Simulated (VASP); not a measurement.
# Ta3Cu (I4/mmm) in VASP: single point with PBE

Aim: the single point of Ta3Cu with PBE.

Program: VASP 6.6.1. These are calculated values, not measurements. Logs are shortened: lines on timing, memory, paths and dates and some standing lists are left out, and cuts for length are marked.

## Step 1: Starting point

The structure is tetragonal, space group I4/mmm (No. 139). Conventional cell: a = 4.013 Å, b = 4.013 Å, c = 8.416 Å, α = 90.00°, β = 90.00°, γ = 90.00°. Ta (site symmetry 4/mmm) has 4 Cu at 2.84 Å and 8 Ta at 2.91 Å as nearest neighbours. Around Ta (site symmetry -4m2) lie 8 Ta at 2.84 to 2.91 Å and 4 Cu at 2.91 Å. Cu (site symmetry 4/mmm) has 12 Ta at 2.84 to 2.91 Å as nearest neighbours.

The cell comes from a database or a generator and needn't be the stable form of this composition.

## Step 2: Single point, PBE

Contents of run.py:

```python
from ase.calculators.vasp import Vasp
from ase.dft.bandgap import bandgap
from ase.io import read

atoms = read('Ta3Cu.xyz')
calc = Vasp(
    directory='calc',
    xc='pbe',
    pp='PBE',
    setups='recommended',
    pp_version='54',
    prec='Accurate',
    encut=520,
    ediff=1e-06,
    ismear=0,
    sigma=0.02,
    lreal=False,
    lasph=True,
    nelm=60,
    algo='Normal',
    isif=2,
    lwave=False,
    lcharg=False,
    kpts=[9, 9, 9],
    gamma=True,
    nbands=30,
)
atoms.calc = calc

print('energy (eV):', atoms.get_potential_energy())
print('free energy (eV):', atoms.get_potential_energy(force_consistent=True))
print('forces (eV/A):')
print(atoms.get_forces())
print('stress (eV/A^3, Voigt):', atoms.get_stress())
print('Fermi level (eV):', calc.get_fermi_level())
gap, top, bottom = bandgap(calc)
print('band gap (eV):', gap, 'from (spin, k, band)', top, 'to', bottom)
```

Contents of Ta3Cu.xyz:

```xyz
4
Lattice="-2.0065070000 2.0065070000 4.2081700000 2.0065070000 -2.0065070000 4.2081700000 2.0065070000 2.0065070000 -4.2081700000" Properties=species:S:1:pos:R:3 pbc="T T T"
Ta     0.0000000000      0.0000000000      4.2081700000
Ta     2.0065070000      0.0000000000      2.1040850000
Ta     0.0000000000      2.0065070000      2.1040850000
Cu     0.0000000000      0.0000000000      0.0000000000
```

Potentials or basis: VASP PAW PBE potentials, release 54 (Ta_pv, Cu).

On the command line:

```bash
python run.py
```

Output:

```text
energy (eV): -38.50386496
free energy (eV): -38.50438358
forces (eV/A):
[[ 0. -0. -0.]
 [-0.  0.  0.]
 [ 0.  0. -0.]
 [ 0. -0. -0.]]
stress (eV/A^3, Voigt): [-0.00696005 -0.00696005 -0.00371034 -0.         -0.         -0.        ]
Fermi level (eV): 6.0037417
band gap (eV): 0.0 from (spin, k, band) (None, None, None) to (None, None, None)
```

OUTCAR:

```text
ENCUT = 520.000000
   EDIFF = 1.00e-06
   GGA = PE
   PREC = Accurate
   ISIF = 2
   ISMEAR = 0
   NELM = 60
   LASPH = .TRUE.
   LREAL = .FALSE.

 ion  position               nearest neighbor table
   1  0.500  0.500  0.000-   4 2.84   4 2.84   4 2.84   4 2.84   3 2.91   2 2.91   3 2.91   3 2.91
                             2 2.91   2 2.91   3 2.91   2 2.91
   2  0.250  0.750  0.500-   3 2.84   3 2.84   3 2.84   3 2.84   4 2.91   1 2.91   4 2.91   1 2.91
                             4 2.91   4 2.91   1 2.91   1 2.91
   3  0.750  0.250  0.500-   2 2.84   2 2.84   2 2.84   2 2.84   4 2.91   1 2.91   4 2.91   4 2.91
                             1 2.91   1 2.91   4 2.91   1 2.91
   4  0.000  0.000  0.000-   1 2.84   1 2.84   1 2.84   1 2.84   3 2.91   2 2.91   3 2.91   2 2.91
                             3 2.91   3 2.91   2 2.91   2 2.91

  LATTYP: Found a body centered tetragonal cell.
 ALAT       =     4.0130140000
 C/A-ratio  =     2.0972615595

  Lattice vectors:

 A1 = (  -2.0065070000,   2.0065070000,   4.2081700000)
 A2 = (   2.0065070000,  -2.0065070000,   4.2081700000)
 A3 = (   2.0065070000,   2.0065070000,  -4.2081700000)

Analysis of symmetry for initial positions (statically):
=====================================================================
 Subroutine PRICEL returns:
 Original cell was already a primitive cell.

 Routine SETGRP: Setting up the symmetry group for a
 body centered tetragonal supercell.

 Subroutine GETGRP returns: Found 16 space group operations
 (whereof 16 operations were pure point group operations)
 out of a pool of 16 trial point group operations.

The static configuration has the point symmetry D_4h.

Analysis of symmetry for dynamics (positions and initial velocities):
=====================================================================
 Subroutine PRICEL returns:
 Original cell was already a primitive cell.

 Routine SETGRP: Setting up the symmetry group for a
 body centered tetragonal supercell.

 Subroutine GETGRP returns: Found 16 space group operations
 (whereof 16 operations were pure point group operations)
 out of a pool of 16 trial point group operations.

The dynamic configuration has the point symmetry D_4h.

 Subroutine INISYM returns: Found 16 space group operations
 (whereof 16 operations are pure point group operations),
 and found     1 'primitive' translations

----------------------------------------------------------------------------------------

                                     Primitive cell

  volume of cell :      67.7696

  direct lattice vectors                    reciprocal lattice vectors
    -2.006507000  2.006507000  4.208170000     0.000000000  0.249189263  0.118816493
     2.006507000 -2.006507000  4.208170000     0.249189263  0.000000000  0.118816493
     2.006507000  2.006507000 -4.208170000     0.249189263  0.249189263  0.000000000

  length of vectors
     5.075513317  5.075513317  5.075513317     0.276066383  0.276066383  0.352406835

  position of ions in fractional coordinates (direct lattice)
     0.500000000  0.500000000  0.000000000
     0.250000000  0.750000000  0.500000000
     0.750000000  0.250000000  0.500000000
     0.000000000  0.000000000  0.000000000

  ion indices of the primitive-cell ions
[... 33 lines left out ...]
            Coordinates               Weight
  0.000000  0.000000  0.000000      1.000000
  0.111111  0.000000 -0.000000      8.000000
  0.222222  0.000000 -0.000000      8.000000
  0.333333  0.000000 -0.000000      8.000000
  0.444444  0.000000 -0.000000      8.000000
  0.111111  0.111111 -0.000000      8.000000
[... 16 lines left out ...]
 -0.333333  0.333333  0.000000      4.000000
  0.444444  0.444444 -0.000000      8.000000
 [... further k-points ...]
   k-points           NKPTS =     75   k-points in BZ     NKDIM =     75   number of bands    NBANDS=     30
   number of dos      NEDOS =    301   number of ions     NIONS =      4
   total plane-waves  NPLWV =  64000
   dimension x,y,z NGX =    40 NGY =   40 NGZ =   40
   dimension x,y,z NGXF=    80 NGYF=   80 NGZF=   80
   ions per type =               3   1
   NGX,Y,Z   is equivalent  to a cutoff of  13.10, 13.10, 13.10 a.u.
   NGXF,Y,Z  is equivalent  to a cutoff of  26.20, 26.20, 26.20 a.u.
 SYSTEM =  unknown system
   PREC   = accura    normal or accurate (medium, high low for compatibility)
   ISTART =      0    job   : 0-new  1-cont  2-samecut
   ICHARG =      2    charge: 1-file 2-atom 10-const
   ISPIN  =      1    spin polarized calculation?
   LNONCOLLINEAR =      F non collinear calculations
   LSORBIT =      F    spin-orbit coupling
   LASPH  =      T    aspherical Exc in radial PAW
   ENCUT  =  520.0 eV  38.22 Ry    6.18 a.u.   9.44  9.44  9.44*2*pi/ulx,y,z
   NELM   =     60;   NELMIN=  2; NELMDL= -5     # of ELM steps
   EDIFF  = 0.1E-05   stopping-criterion for ELM
   LREAL  =      F    real-space projection
   EDIFFG = 0.1E-04   stopping-criterion for IOM
   NSW    =      0    number of steps for IOM
   IBRION =     -1    ionic relax: 0-MD 1-quasi-New 2-CG
   NFREE  =      0    steps in history (QN), initial steepest desc. (CG)
   ISIF   =      2    stress and relaxation
   ISYM   =      2    0-nonsym 1-usesym 2-fastsym
   POTIM  = 0.5000    time-step for ionic-motion
   TEBEG  =    0.0;   TEEND  =   0.0 temperature during run
   PSTRESS=    0.0 pullay stress
   NELECT =      44.0000    total number of electrons
   NUPDOWN=      -1.0000    fix difference up-down
   EMIN   =  10.00;   EMAX   =-10.00  energy-range for DOS
   EFERMI =   0.00;   METHOD = LEGACY
   ISMEAR =     0;   SIGMA  =   0.02  broadening in eV -4-tet -1-fermi 0-gaus
   EFERMI_NEDOS =   21; number of points for ismear=-14 and -15
   IALGO  =     38    algorithm
   IMIX   =      4    mixing-type and parameters
     AMIX     =   0.40;   BMIX     =  1.00
     AMIX_MAG =   1.60;   BMIX_MAG =  1.00
  volume/ion in A,a.u.               =      16.94       114.33
  Fermi-wavevector in a.u.,A,eV,Ry     =   1.417580  2.678837 27.341349  2.009532
  Thomas-Fermi vector in A             =   2.538795
   LORBIT       =      0    0 simple, 1 ext, 2 COOP (PROOUT), +10 PAW based schemes
   GGA     = PE    functional components
   LHFCALC =     F    Hartree Fock is set to
   AEXX    =    0.0000 exact exchange contribution
   IVDW    =     0    specifies the selected vdW correction
   LEPSILON=     F    determine dielectric tensor
   LRPA    =     F    only Hartree local field effects (RPA)
 non-spin polarized calculation
 Gauss-broadening in eV      SIGMA  =   0.02
  energy-cutoff  :      520.00
  volume of cell :       67.77
 maximum number of plane-waves:      1863
 NGX is ok and might be reduce to    40
   NGX = 19   NGY = 19   NGZ = 19

 number of electron      43.9999994 magnetization

 Free energy of the ion-electron system (eV)
  ---------------------------------------------------
  ext. energy  EPLUGINS =         0.00000000
  ---------------------------------------------------
  free energy    TOTEN  =       -38.50438358 eV

  energy without entropy =      -38.50334635  energy(sigma->0) =      -38.50386496

 E-fermi :   6.0037     XC(G=0): -12.4827

 val. band max:        6.0035226541   @ k =  -0.2222   0.4444   0.1111
 cond. band min:       6.0108428262   @ k =   0.1111   0.0000  -0.0000
 fundamental gap:      0.0073201721
 Fermi energy:         6.0037416972

 k-point     1 :       0.0000    0.0000    0.0000
  band No.  band energies     occupation
      1     -28.6202      2.00000
      2     -28.4606      2.00000
      3     -28.4606      2.00000
      4     -28.2812      2.00000
      5     -28.2812      2.00000
      6     -28.1107      2.00000
[... 781 lines left out ...]
     29       9.9850      0.00000
     30      10.0244      0.00000

 [... further k-points ...]

------------------------ aborting loop because EDIFF is reached ----------------------------------------

  FORCE on cell =-STRESS in cart. coord.  units (eV):
  Direction    XX          YY          ZZ          XY          YZ          ZX
  --------------------------------------------------------------------------------------
  -------------------------------------------------------------------------------------
  Total        0.4716791      0.4716791      0.2514480      0.0000000      0.0000000      0.0000000
  in kB       11.1512245     11.1512245      5.9446197      0.0000000      0.0000000      0.0000000
  external PRESSURE =       9.4156896 kB  Pullay stress =       0.0000000 kB

 VOLUME and BASIS-vectors are now :
 -----------------------------------------------------------------------------
  energy-cutoff  :      520.00
  volume of cell :       67.77
      direct lattice vectors                 reciprocal lattice vectors
    -2.006507000  2.006507000  4.208170000     0.000000000  0.249189263  0.118816493
     2.006507000 -2.006507000  4.208170000     0.249189263  0.000000000  0.118816493
     2.006507000  2.006507000 -4.208170000     0.249189263  0.249189263  0.000000000

 POSITION                                       TOTAL-FORCE (eV/Angst)
 -----------------------------------------------------------------------------------
      0.00000      0.00000      4.20817         0.000000     -0.000000     -0.000000
      2.00651      0.00000      2.10408        -0.000000      0.000000      0.000000
      0.00000      2.00651      2.10408         0.000000      0.000000     -0.000000
      0.00000      0.00000      0.00000         0.000000     -0.000000     -0.000000
 -----------------------------------------------------------------------------------
    total drift:                               -0.000000     -0.000000      0.000000

  FREE ENERGIE OF THE ION-ELECTRON SYSTEM (eV)
  ---------------------------------------------------
  free  energy   TOTEN  =       -38.5043835783 eV

  energy  without entropy=      -38.5033463478  energy(sigma->0) =      -38.50386496
```

INCAR:

```text
ENCUT = 520.000000
SIGMA = 0.020000
EDIFF = 1.00e-06
ALGO = Normal
GGA = PE
PREC = Accurate
ISIF = 2
ISMEAR = 0
NBANDS = 30
NELM = 60
LASPH = .TRUE.
LCHARG = .FALSE.
LWAVE = .FALSE.
LREAL = .FALSE.
```

Run time: 6.8 min. Hardware: 1 thread of Intel Xeon Platinum 8488C (Sapphire Rapids), shared host; peak memory 0.32 GiB.

What came out:

- Free energy: -38.5044 eV
- Pressure: 0.9 GPa
- Band gap on the k mesh: none (metal or under the smearing width)

Spin-orbit coupling is left out, which matters for the levels of Ta.
